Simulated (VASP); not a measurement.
Level of theory: PBE GGA with D4 dispersion, VASP's PBE PAW potentials (set 64) (plane waves; VASP 6.6.1).

Input for VASP

POSCAR:
```
Zn
4.950
  0.2686868687  -0.4653793939   0.0000000000
  0.2686868687   0.4653793939   0.0000000000
  0.0000000000   0.0000000000   1.0000000000
Zn
2
Cart
  0.2686868687   0.1551267749   0.2500000000
  0.2686868687  -0.1551267749   0.7500000000
```

KPOINTS:
```
Automatic mesh
0
Gamma
14 14 7
0 0 0
```

**INCAR**
```
! general
SYSTEM =Zn
PREC   =Accurate
ENCUT  =400   ! plane-wave cut-off (eV)
LREAL  =.FALSE.
LASPH  =.TRUE.

! electronic loop
EDIFF  =1E-6   ! SCF stop (eV)
NELM   =100
ALGO   =Normal   ! blocked Davidson
LMAXMIX=4

! smearing
ISMEAR =1
SIGMA  =0.1   ! width (eV)

! functional
GGA    =PE   ! PBE
IVDW   =13

! ions
ISIF   =2   ! forces and stress, cell fixed

! output
LWAVE  =.FALSE.
LCHARG =.FALSE.
```

POTCAR, in this order: Zn (PBE.64 set). Program: vasp_std.

Output

**OSZICAR**
```
       N       E                     dE             d eps       ncg     rms          rms(c)
DAV:   1     0.852513539470E+02    0.85251E+02   -0.10990E+04  3152   0.200E+03
DAV:   2    -0.962929365392E-01   -0.85348E+02   -0.84291E+02  3184   0.275E+02
DAV:   3    -0.240794483047E+01   -0.23117E+01   -0.23090E+01  3912   0.562E+01
DAV:   4    -0.241410355830E+01   -0.61587E-02   -0.61585E-02  3632   0.295E+00
DAV:   5    -0.241411311839E+01   -0.95601E-05   -0.95603E-05  3760   0.942E-02    0.404E+00
DAV:   6    -0.221746604430E+01    0.19665E+00   -0.97017E-01  3168   0.219E+01    0.303E+00
DAV:   7    -0.220827940032E+01    0.91866E-02   -0.29259E-02  3888   0.318E+00    0.156E+00
DAV:   8    -0.220372044493E+01    0.45590E-02   -0.17138E-03  4120   0.700E-01    0.466E-02
DAV:   9    -0.220372470046E+01   -0.42555E-05   -0.26335E-04  4272   0.246E-01    0.332E-02
DAV:  10    -0.220372730697E+01   -0.26065E-05   -0.26198E-05  3416   0.728E-02    0.277E-03
DAV:  11    -0.220372707672E+01    0.23024E-06   -0.13489E-07  2072   0.422E-03
   1 F= -.28459058E+01 E0= -.28457073E+01  d E =-.595392E-03
```

**OUTCAR**
```
------------------------ aborting loop because EDIFF is reached ----------------------------------------
  Edisp (eV):   -0.64218
  FORCE on cell =-STRESS in cart. coord.  units (eV):
  Direction    XX          YY          ZZ          XY          YZ          ZX
  --------------------------------------------------------------------------------------
  Total      -0.54428    -0.54428    -0.95343     0.00000    -0.00000     0.00000
  in kB     -28.74964   -28.74965   -50.36163     0.00000    -0.00000     0.00000
  external pressure =      -35.95 kB  Pullay stress =        0.00 kB
  volume of cell :       30.33
      direct lattice vectors                 reciprocal lattice vectors
     1.330000000 -2.303628000  0.000000000     0.375939850 -0.217048933  0.000000000
     1.330000000  2.303628000  0.000000000     0.375939850  0.217048933  0.000000000
     0.000000000  0.000000000  4.950000000     0.000000000  0.000000000  0.202020202
 POSITION                                       TOTAL-FORCE (eV/Angst)
 -----------------------------------------------------------------------------------
      1.33000      0.76788      1.23750         0.000000     -0.000000      0.000000
      1.33000     -0.76788      3.71250        -0.000000      0.000000      0.000000
 -----------------------------------------------------------------------------------
    total drift:                                0.000000      0.000073      0.000003
  FREE ENERGIE OF THE ION-ELECTRON SYSTEM (eV)
  ---------------------------------------------------
  free  energy   TOTEN  =        -2.8459057881 eV

  energy  without entropy=       -2.8453103960  energy(sigma->0) =       -2.84570732
```
(Selected blocks of OUTCAR.)

The compound is Zn in the hcp structure. The cell was not relaxed at this level. The run is one of a series of settings (IVDW = 13 against the base run), some of them coarse on purpose.
